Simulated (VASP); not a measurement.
Output of a VASP run:

**OSZICAR**
```
       N       E                     dE             d eps       ncg     rms          rms(c)
DAV:   1     0.251679997283E+03    0.25168E+03   -0.17259E+04  1056   0.147E+03
DAV:   2     0.110281872427E+02   -0.24065E+03   -0.23645E+03  1212   0.348E+02
DAV:   3    -0.208669017131E+01   -0.13115E+02   -0.13079E+02  1242   0.804E+01
DAV:   4    -0.221058303753E+01   -0.12389E+00   -0.12383E+00  1194   0.766E+00
DAV:   5    -0.221163219481E+01   -0.10492E-02   -0.10491E-02  1236   0.650E-01    0.843E+00
DAV:   6    -0.149674342061E+01    0.71489E+00   -0.17063E+00  1324   0.134E+01    0.664E+00
DAV:   7    -0.146943208104E+01    0.27311E-01   -0.55222E-01  1176   0.420E+00    0.273E+00
DAV:   8    -0.146810742346E+01    0.13247E-02   -0.62565E-02  1146   0.284E+00    0.355E-01
DAV:   9    -0.146782802408E+01    0.27940E-03   -0.95734E-03  1218   0.126E+00    0.121E-01
DAV:  10    -0.146797769559E+01   -0.14967E-03   -0.98391E-04  1158   0.376E-01    0.756E-02
DAV:  11    -0.146809085372E+01   -0.11316E-03   -0.28251E-04  1164   0.114E-01    0.223E-02
DAV:  12    -0.146807052518E+01    0.20329E-04   -0.10013E-04  1312   0.106E-01    0.745E-03
DAV:  13    -0.146807492759E+01   -0.44024E-05   -0.18876E-05  1134   0.251E-02    0.815E-03
DAV:  14    -0.146807443238E+01    0.49521E-06   -0.15882E-06  1284   0.798E-03    0.394E-03
DAV:  15    -0.146807470668E+01   -0.27430E-06   -0.20603E-07   950   0.283E-03    0.827E-04
DAV:  16    -0.146807478307E+01   -0.76393E-07   -0.87249E-08   846   0.156E-03
   1 F= -.14680748E+01 E0= -.14680748E+01  d E =0.000000E+00
```

### OUTCAR
```
------------------------ aborting loop because EDIFF is reached ----------------------------------------
  FORCE on cell =-STRESS in cart. coord.  units (eV):
  Direction    XX          YY          ZZ          XY          YZ          ZX
  --------------------------------------------------------------------------------------
  Total       -0.1075817     -0.1075817     -0.0496521      0.0000000      0.0000000      0.0000000
  in kB       -1.4998702     -1.4998700     -0.6922346      0.0000000      0.0000000      0.0000000
  external PRESSURE =      -1.2306583 kB  Pullay stress =       0.0000000 kB
  volume of cell :      114.92
      direct lattice vectors                 reciprocal lattice vectors
     2.166875030 -3.753137404  0.000000000     0.230747040 -0.133221874  0.000000000
     2.166875030  3.753137404  0.000000000     0.230747040  0.133221874  0.000000000
     0.000000000  0.000000000  7.065403589     0.000000000  0.000000000  0.141534732
  FREE ENERGIE OF THE ION-ELECTRON SYSTEM (eV)
  ---------------------------------------------------
  free  energy   TOTEN  =        -1.4680747831 eV

  energy  without entropy=       -1.4680747831  energy(sigma->0) =       -1.46807478

 total charge

# of ion       s       p       d       tot
------------------------------------------
    1        0.444   0.304   9.552  10.300
    2        0.444   0.304   9.552  10.300
    3        1.447   2.373   0.021   3.842
    4        1.447   2.373   0.021   3.842
--------------------------------------------------
tot          3.783   5.354  19.146  28.284

 Electric field gradients after diagonalization (V/A^2)
 (convention: |V_zz| > |V_xx| > |V_yy|)
----------------------------------------------------------------------
 ion       V_xx      V_yy      V_zz     asymmetry (V_yy - V_xx)/ V_zz
----------------------------------------------------------------------
   1      -1.147    -1.145     2.292       0.001
   2      -1.147    -1.145     2.293       0.001
   3      -0.536    -0.536     1.072       0.001
   4      -0.536    -0.536     1.072       0.001
```
(Selected blocks of OUTCAR.)

POSCAR:
```
CdSe
1
    2.1668750300    -3.7531374037     0.0000000000
    2.1668750300     3.7531374037    -0.0000000000
    0.0000000000     0.0000000000     7.0654035892
Cd Se
2 2
Direct
  0.6666670000   0.3333330000   0.5000211227
  0.3333330000   0.6666670000   0.0000211227
  0.6666670000   0.3333330000   0.8759788773
  0.3333330000   0.6666670000   0.3759788773
```

Problem. Write an INCAR and KPOINTS that could have produced this output.

Solution. This is not unique; one that fits is the input of the run itself, vdW-DF-cx, plane waves, VASP's PBE PAW potentials (set 64).

KPOINTS:
```
Regular mesh
0
gamma
  7 7 4
```

### INCAR
```
# general
SYSTEM   = CdSe
PREC     = Accurate
ENCUT    = 520
LREAL    = .FALSE.
LASPH    = .TRUE.

# electronic loop
EDIFF    = 1E-7
NELM     = 100
ALGO     = Normal
LMAXMIX  = 4

# smearing
ISMEAR   = -5

# functional
GGA      = CX
LUSE_VDW = .TRUE.
AGGAC    = 0.0

# ions
ISIF     = 2

# output
LWAVE    = .FALSE.
LCHARG   = .TRUE.
LORBIT   = 11
NEDOS    = 601

# other
LEFG     = .TRUE.
```

POTCAR, in this order: Cd Se (PBE.64 set). Program: vasp_std.

The compound is CdSe in the wurtzite structure. It was relaxed first.
